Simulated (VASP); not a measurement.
TlBr: energy against volume

TlBr (CsCl type, Pm-3m, 29.899 Å³/atom and stress up to 0.07 GPa in the relaxed cell, cube axes along x, y and z) under an equal strain ε along all three axes. PBEsol in VASP (plane waves, PAW), 480 eV, 8×8×8 Γ-centred mesh, Gaussian smearing 0.05 eV; ions are relaxed, or left where forces stay under 0.02 eV/Å, within the symmetry of each cell. Against the start cell, which lies near the measured one, the relaxed cell differs by -5.9 % in volume; the values below rest on it.

Here V stands for volume and E for E less E0.

```csv
volume (Å³/atom),E less E0 (meV/atom),pressure (GPa)
28.1407,11.19,2.02
28.5736,6.39,1.47
29.0109,2.98,0.96
29.4527,0.87,0.50
29.8990,0.00,0.07
30.3497,0.27,-0.33
30.8049,1.64,-0.69
31.2647,4.01,-1.03
31.7290,7.33,-1.33
32.6714,?,?
```

Fit E of the 9 rows that show it with the third-order Birch-Murnaghan form, a cubic in V^(-2/3). With u = V^(-2/3) - 0.1039, the rows have u = 0.0041878, 0.0030933, 0.0020154, 0.0009536, -0.0000925, -0.0011227, -0.0021377, -0.0031379, -0.0041233. Least squares gives E = 0.028 + 374.5·u + 533641·u² + 3209775·u³. Residuals (row less fit): -0.001, 0.002, 0.003, -0.003, 0.002, -0.006, 0.005, 0.002, -0.002; standard error 0.004 (degrees of freedom: 5). Its minimum lies at u = -0.0003520, so V0 = (0.1035480)^(-3/2) = 30.01. There d²E/du² = 1061000 and d³E/du³ = 1.926e7, so B0 = (4/9) × 30.01^(-7/3) × 1061000 × 0.160218 = 27.0 GPa (the last factor turns the table's units into GPa), and B0' = 4 + (2/3) × 0.1035480 × (1.926e7)/1061000 = 5.3. B0' rests on the cubic coefficient alone and has a standard error of 0.1 from these residuals.

Problem. Estimate the missing E (V = 32.6714); what did the run itself give?

Solution. u = -0.0060514, so E = 0.028 + 374.5 × (-0.0060514) + 533641 × (-0.0060514)² + 3209775 × (-0.0060514)³ = 16.592 meV/atom. The calculation gives 16.59 meV/atom, which the fit meets to the printed digits. The row lies outside the fitted rows, so this is an extrapolation. The scatter of the fitted rows lies at the last printed digit.

The primitive cell can neither tilt nor turn polar against its symmetry, as such crystals can under strain. Spin-orbit coupling is left out, which can shift these values for the heavy elements here. Other structures, which can take over under pressure, weren't tried. The same form fitted to the pressure column gives B0' = 5.2; series where the two differ by over 0.4 aren't shown. Rows are the converged runs of the series near zero and its far end, less any whose ions stayed unrelaxed beside relaxed ones; series whose fitted rows scatter by over a few per cent of the range, as at a crossing or softening among them, aren't shown in this form.
